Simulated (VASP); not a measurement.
```
Tb
1.0
    1.83600    -3.18004     0.00000
    1.83600     3.18004     0.00000
    0.00000     0.00000     5.80380
Tb
2
Direct
  0.33333   0.66667   0.25000
  0.66667   0.33333   0.75000
```

The base run (VASP): PBE GGA, plane waves, VASP's PBE PAW potentials (set 64). Settings: 400 eV cut-off, 10×10×6 Γ-centred mesh, first-order Methfessel-Paxton smearing of 0.10 eV, potentials Tb_3.

The 4f electrons are frozen in the core of the lanthanide potential, so 4f levels, which can set the real gap, and their magnetism are missing.

One setting is varied; ΔE counts from the base run. The base run took about 10 core-seconds. Times come from single runs on busy shared machines, so they are rough: good to a factor of about 2.

Pressures at a finite cut-off, here 400 eV, hold a Pulay part, which wasn't tested here.

| setting | cost over the base run | electronic steps | ΔE (meV/atom) | pressure (GPa) |
|---|---|---|---|---|
| KPOINTS 2×2×1 Monkhorst-Pack mesh | about 1/4 | 11 | 125.2 | -1.44 |
| KPOINTS 5×5×3 Monkhorst-Pack mesh | about 1/3 | 12 | 25.5 | -1.65 |
| KPOINTS 7×7×4 Monkhorst-Pack mesh | about 1/2 | 12 | 1.5 | -1.95 |
| base run | reference | 12 | 0.0 | -1.64 |
| KPOINTS 10×10×6 Monkhorst-Pack mesh | within a factor of 2 | 12 | 4.9 | -1.71 |

Left out are runs that failed, have no time on record or changed the cell.

The compound is Tb in the hcp structure. The cell was not relaxed at this level.
